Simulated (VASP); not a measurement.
Consider the following.

```
MgCl2
1.0
    3.19006     0.00000     0.00000
   -1.59503     2.76267     0.00000
    0.00000     0.00000    12.40801
Mg Cl
2 4
Cartesian
  0.01908   1.81538   3.12521
  1.60390   0.94317   9.31383
 -0.01634   1.87001   7.76124
  1.58306   0.91914   1.57748
  1.61138   0.89964   4.61744
 -0.01600   1.84066  10.82886
```

Method: PBE GGA, VASP's PBE PAW potentials (set 64) (plane waves; VASP 6.6.1). Run with 300 eV cut-off, 5×5×1 Γ-centred mesh, Gaussian smearing of 0.20 eV, potentials Mg Cl.

At this cut-off the stress carries a Pulay error, which pulls relaxed volumes low.

Problem. Give the force on each atom (eV/Å).

Solution. 
| atom | Fx | Fy | Fz |
|---|---|---|---|
| Mg1 | -0.105 | 0.091 | -0.412 |
| Mg2 | -0.157 | -0.062 | -0.259 |
| Cl3 | 0.071 | 0.002 | -0.509 |
| Cl4 | 0.076 | -0.059 | -0.625 |
| Cl5 | 0.028 | -0.029 | 1.029 |
| Cl6 | 0.087 | 0.057 | 0.775 |

Problem. Give the stress tensor in GPa (positive for a compressed cell).

Solution. 
```
19.65   0.07  -0.07
 0.07  19.30   0.17
-0.07   0.17   9.13
```
The pressure is its mean diagonal, 16.03 GPa.

The structure was generated: MgCl2 was put into an ordered model structure, which need not be its known phase. The cell was not relaxed at this level, atoms are displaced from their ideal sites. The k-mesh is coarse (spacing up to 0.51 per Å, 2π included), so the numbers may not be converged in it.
